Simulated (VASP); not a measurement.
Bi₂Te₃ (tetradymite): the formation energy from VASP (plane waves, PAW) at several levels of theory. The references are the elements' solids at the same level; no temperature or zero-point terms are added. Without a dispersion term in the relaxation, distances and binding between the weakly bound layers, chains or molecules are unreliable, and so is what depends on them.    Spin-orbit coupling is left out, which shifts such energies by up to tenths of an eV for the heavy elements here.

```json
[
 {"level": "PBE", "formation energy (eV/atom)": "-0.240"},
 {"level": "PBEsol", "formation energy (eV/atom)": "-0.223"}
]
```

The cell of the PBE run:

Space group R-3m, hexagonal axes (No. 166); a = b = 4.442 Å, c = 31.901 Å, α = β = 90.00°, γ = 120.00°

```csv
atom,site,symmetry,x,y,z
Bi,6c,3m,0.0000,0.0000,0.3976
Te,3a,-3m,0.0000,0.0000,0.0000
Te,6c,3m,0.0000,0.0000,0.2150
```
(The calculation used a cell of 5 atoms; values per cell refer to that cell.)

Only levels that ran to the end are used. Left out are those held back, those with too coarse a band path, GW runs whose mesh misses a band edge, hybrids' fits of cells that aren't cubic and levels without matching references; a question may draw on a part of the rest.
